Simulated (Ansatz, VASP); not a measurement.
# Hf17Si56O50 (amorphous HfO2 against Si(100), 5.9 A): VASP beside Ansatz, part 2 of 2

Wanted: the spread between two codes on one cell, functional and k mesh. Of the first pair: The structure shown is the start of the Ansatz relaxation below; VASP solves that cell, so the two are compared at the walk's first step.

VASP 6.6.1 and Ansatz 0.2.0.

So far. Step 4 (Differences): The forces differ by 55 meV/Å r.m.s., which is 12.2 % of the r.m.s. force of 0.456 eV/Å (both taken over all components).

## Step 5: Ansatz: relaxation, PBE

Level of this step: Ansatz beside VASP: Kohn-Sham DFT, plane waves, PBE (Ansatz).

This run makes the geometry at which the two programs are then compared. The cell compared in this pair holds 1922.84 Å³, against 1933.18 Å³ for the pair before.

The structure compared here is the end of the Ansatz relaxation.

File input.yaml:

```yaml
crystal:
  lattice:
    - [10.9, 0.0, 0.0]
    - [0.0, 10.9, 0.0]
    - [0.0, 0.0, 16.27117]
  atoms:
    - { symbol: Si, position: [0.00881, 0.99905, 0.30467] }
    - { symbol: Si, position: [0.11595, 0.14472, 0.05179] }
    - { symbol: Si, position: [0.98893, 0.25918, 0.13776] }
    - { symbol: Si, position: [0.1291, 0.37156, 0.22527] }
    - { symbol: Si, position: [0.25047, 0.01351, 0.14398] }
    - { symbol: Si, position: [0.37951, 0.12104, 0.23101] }
    - { symbol: Si, position: [0.25409, 0.24889, 0.30984] }
    - { symbol: Si, position: [0.39883, 0.37843, 0.06891] }
    - { symbol: Si, position: [0.13532, 0.11926, 0.39195] }
    - { symbol: Si, position: [0.02064, 0.24333, 0.48024] }
    - { symbol: Si, position: [0.14063, 0.34339, 0.60017] }
    - { symbol: Si, position: [0.25229, 0.99468, 0.48195] }
    - { symbol: Si, position: [0.41529, 0.09117, 0.56273] }
    - { symbol: Si, position: [0.37582, 0.37594, 0.39333] }
    - { symbol: Si, position: [0.00587, 0.49717, 0.30822] }
    - { symbol: Si, position: [0.1279, 0.58983, 0.04517] }
    - { symbol: Si, position: [0.00783, 0.73708, 0.13403] }
    - { symbol: Si, position: [0.13002, 0.87301, 0.21981] }
    - { symbol: Si, position: [0.25983, 0.49659, 0.14485] }
    - { symbol: Si, position: [0.38149, 0.62875, 0.22371] }
    - { symbol: Si, position: [0.25349, 0.74955, 0.3068] }
    - { symbol: Si, position: [0.35798, 0.91737, 0.02449] }
    - { symbol: Si, position: [0.12825, 0.62439, 0.39229] }
    - { symbol: Si, position: [0.00737, 0.76088, 0.47318] }
    - { symbol: Si, position: [0.11543, 0.87877, 0.59426] }
    - { symbol: Si, position: [0.24875, 0.4985, 0.48161] }
    - { symbol: Si, position: [0.36338, 0.64741, 0.57046] }
    - { symbol: Si, position: [0.38034, 0.86816, 0.39341] }
    - { symbol: Si, position: [0.50768, 0.99566, 0.31063] }
    - { symbol: Si, position: [0.63632, 0.1307, 0.05638] }
[... 87 atom lines left out ...]
    - { symbol: O, position: [0.6486, 0.57123, 0.79717] }
    - { symbol: O, position: [0.20518, 0.80291, 0.84097] }
    - { symbol: O, position: [0.26794, 0.76269, 0.58865] }
    - { symbol: O, position: [0.62504, 0.8277, 0.65414] }
    - { symbol: O, position: [0.29744, 0.03716, 0.9661] }
    - { symbol: O, position: [0.85379, 0.19117, 0.63738] }
kpoints:
  mp_grid: { grid: [1, 1, 1] }
hamiltonian:
  xc: pbe
scf:
  occupations: { method: fermi_dirac, width: 0.025 }
output:
  forces: true
relax:
  f_tol: 0.08
  max_steps: 90
  cell: { fix: [a, b, alpha, beta, gamma] }
```

On the command line:

```
ansatz run input.yaml --threads 4 --pin off --max-ram 15872MiB --backend cpu --events-out ev --progress --plain --runs-dir out
```

Numbers of over 12 decimals in the logs are rounded to 6 here.

Log:

```text
[...]
Crystal: 123 atoms, lattice volume = 1933.178 Å³
Basis set: ecut = 420 eV, 37727 PW (Γ), exchange–correlation on 150×150×240 points (8 copies of the dense FFT grid, shifted against one another)
Bands: 606, of which v1, the nominal top of the filled ones, is band 483 counted from 1 (482 counted from 0)
Symmetry: 1 space group operations
[...]
k-points: 1
[...]
- { symbol: O, position: [0.177522, 0.075933, 0.839118] }
    - { symbol: O, position: [0.414342, 0.792737, 0.795726] }
    - { symbol: O, position: [0.899885, 0.346567, 0.939432] }
    - { symbol: O, position: [0.149849, 0.247565, 0.977315] }
    - { symbol: O, position: [0.041175, 0.037246, 0.00650658] }
    - { symbol: O, position: [0.528430, 0.645945, 0.957893] }
    - { symbol: O, position: [0.851872, 0.664604, 0.620404] }
[...]
- { symbol: O, position: [0.267422, 0.762997, 0.588472] }
    - { symbol: O, position: [0.637436, 0.817141, 0.644010] }
    - { symbol: O, position: [0.289831, 0.032981, 0.969636] }
    - { symbol: O, position: [0.855616, 0.173817, 0.637603] }
```

## Step 6: VASP: single point, PBE, relaxed cell, pair 2

The same cell, functional, mesh and smearing now go to VASP, with its own data sets.

File INCAR:

```
SYSTEM = Hf17Si56O50
PREC = Accurate
ENCUT = 600
EDIFF = 1E-06
NELM = 120
ISMEAR = -1
SIGMA = 0.025
LREAL = Auto
ALGO = Normal
GGA = PE
NBANDS = 448
LASPH = .TRUE.
LORBIT = 11
LWAVE = .FALSE.
LCHARG = .FALSE.
ISIF = 2
GGA_COMPAT = .FALSE.
EFERMI = MIDGAP
NCORE = 4
```

File POSCAR:

```
Hf17Si56O50
1.0
   10.9000000000      0.0000000000      0.0000000000
    0.0000000000     10.9000000000      0.0000000000
    0.0000000000      0.0000000000     16.1841260000
Si Hf O
56 17 50
Direct
    0.0148100000      0.9968300000      0.3070400000
    0.1126200000      0.1481000000      0.0556500000
    0.9848500000      0.2591700000      0.1405500000
    0.1266200000      0.3670800000      0.2253700000
    0.2549800000      0.0278200000      0.1409500000
    0.3893000000      0.1190600000      0.2358700000
    0.2563900000      0.2476000000      0.3099600000
    0.4076400000      0.3690900000      0.0854600000
    0.1474600000      0.1133700000      0.3967400000
    0.0349700000      0.2396400000      0.4853600000
    0.1411800000      0.3888300000      0.5735100000
    0.2539500000      0.9857200000      0.4918500000
    0.4089300000      0.0975500000      0.5642100000
    0.3732000000      0.3831800000      0.3909400000
    0.0124800000      0.4972500000      0.3081400000
    0.1287200000      0.5829900000      0.0544900000
    0.0194800000      0.7324400000      0.1358900000
    0.1376400000      0.8778900000      0.2162800000
    0.2604600000      0.4890200000      0.1496000000
    0.3870700000      0.6300200000      0.2206500000
    0.2626600000      0.7550300000      0.3037200000
    0.3514000000      0.9147500000      0.0346400000
    0.1366400000      0.6318700000      0.3875300000
    0.0171300000      0.7612800000      0.4719500000
    0.1198600000      0.8723400000      0.5880600000
    0.2549900000      0.5131900000      0.4809300000
    0.3716800000      0.6540600000      0.5648300000
    0.3830400000      0.8693400000      0.3982800000
    0.5145700000      0.9899100000      0.3148800000
    0.6507500000      0.1320500000      0.0627200000
[... 87 atom lines left out ...]
    0.6439400000      0.5814800000      0.7791200000
    0.1997300000      0.7916100000      0.8452100000
    0.2674200000      0.7630000000      0.5884700000
    0.6374400000      0.8171400000      0.6440100000
    0.2898300000      0.0329800000      0.9696400000
    0.8556200000      0.1738200000      0.6376000000
```

File KPOINTS:

```
Automatic mesh
0
Gamma
1 1 1
0 0 0
```

The projector-augmented-wave data sets are Si, Hf_pv and O (PBE family, release 64).

On the command line:

```
mpirun -np 16 vasp_gam
```

Log:

```text
[... set-up lines as in an earlier step ...]
 entering main loop
       N       E                     dE             d eps       ncg     rms          rms(c)
DAV:   1     0.587501899409E+04    0.58750E+04   -0.42154E+05   920   0.168E+03
DAV:   2    -0.409739110603E+03   -0.62848E+04   -0.59732E+04  1064   0.384E+02
DAV:   3    -0.104590481683E+04   -0.63617E+03   -0.62814E+03  1096   0.107E+02
DAV:   4    -0.106337416948E+04   -0.17469E+02   -0.17379E+02  1064   0.192E+01
[...]
DAV:  18    -0.936951101880E+03   -0.89335E-05   -0.40379E-05  1144   0.102E-02    0.217E-02
DAV:  19    -0.936951100668E+03    0.12120E-05   -0.93371E-06   976   0.544E-03    0.922E-03
DAV:  20    -0.936951101096E+03   -0.42868E-06   -0.23890E-06   656   0.252E-03
   1 F= -.93695110E+03 E0= -.93695110E+03  d E =-.246434E-05
```

OUTCAR, selected parts (step 6):

```text
  FREE ENERGIE OF THE ION-ELECTRON SYSTEM (eV)
  ---------------------------------------------------
  free  energy   TOTEN  =      -936.9511010965 eV

  energy  without entropy=     -936.9510986322  energy(sigma->0) =     -936.95109986

[... 1 part as in an earlier step ...]

[... 1 further part left out ...]
[key lines of the parts left out:]
E-fermi :   5.4691
```

The run ends at a pressure of -0.23 GPa, with forces up to 0.22 eV/Å.

## Step 7: Side by side

What differs besides the data sets and the points named for the pairs above, as far as they apply: the data sets hold 966 valence electrons in Ansatz (on its default PAW (the set named soft_2) files) and 694 in VASP; the cutoff is 420 eV in Ansatz and 600 eV in VASP (PREC = Accurate, projectors in real space). Total energies have different zeros and are not compared.

Both answers:

```
              quantity  Ansatz   VASP  difference
        pressure (GPa)    0.73  -0.23       +0.96
gap on the k mesh (eV)   0.664  0.665      -0.001
```

Forces on 7 of the 123 atoms, those with the largest forces and the largest differences (eV/Å; atoms numbered as in POSCAR):

```
atom          Ansatz x, y, z            VASP x, y, z
 O79  -0.003, -0.001, -0.002   0.046, -0.144, -0.146
 O81   -0.002, 0.002, -0.002    0.077, -0.015, 0.196
 O84    -0.001, 0.005, 0.012     0.105, 0.072, 0.173
O102  -0.008, -0.005, -0.005  -0.034, -0.114, -0.182
O110   0.002, -0.001, -0.002     0.091, 0.073, 0.190
O121    0.006, -0.002, 0.003   -0.059, -0.096, 0.160
O123    -0.008, 0.007, 0.002     0.042, 0.158, 0.144
```

The forces differ by 55 meV/Å r.m.s., where the r.m.s. force is 0.004 eV/Å in Ansatz and 0.055 eV/Å in VASP: the atoms lie near their places of rest in Ansatz, so a percentage would say little (all taken over all components). A gap on the mesh is an upper bound, since the band edges may lie between its points; neither run holds spin-orbit coupling, which can move the band edges of a compound of Hf.

## Step 8: What came out

```yaml
r_m_s_force_difference_single_point_pbe_start_cell_pair_1: 12 % of the r.m.s. force
r_m_s_force_difference_single_point_pbe_relaxed_cell_pair_2: 55 meV/Å
difference_in_pressure_single_point_pbe_relaxed_cell_pair_2: 0.96 GPa
```

**Reading.** The r.m.s. force difference is 55 meV/Å (single point, PBE, relaxed cell, pair 2), beyond the 12 meV/Å picked in this series as the mark of a large difference. The data sets hold unlike numbers of valence electrons (966 in Ansatz and 694 in VASP), so part of the differences comes from the potentials. What causes the difference of the single point, PBE, start cell, pair 1 pair stays open here. What causes the difference of the single point, PBE, relaxed cell, pair 2 pair stays open here. Such differences can come from data sets, numerical settings and the points named under the comparisons, not from the functional's error against experiment.

[Lines on the potential files, build, host, timing and source positions are cut from VASP's logs without a mark.]

[Logs are printed without paths, hosts, clocks, repeated set-up lines and the standing remarks that a program may print on its own settings, such as how far it seeks lower states.]

[Hosts, paths, dates, database ids (printed as entryN), source tags and the programs' standing remarks are cut or masked in the printed files.]
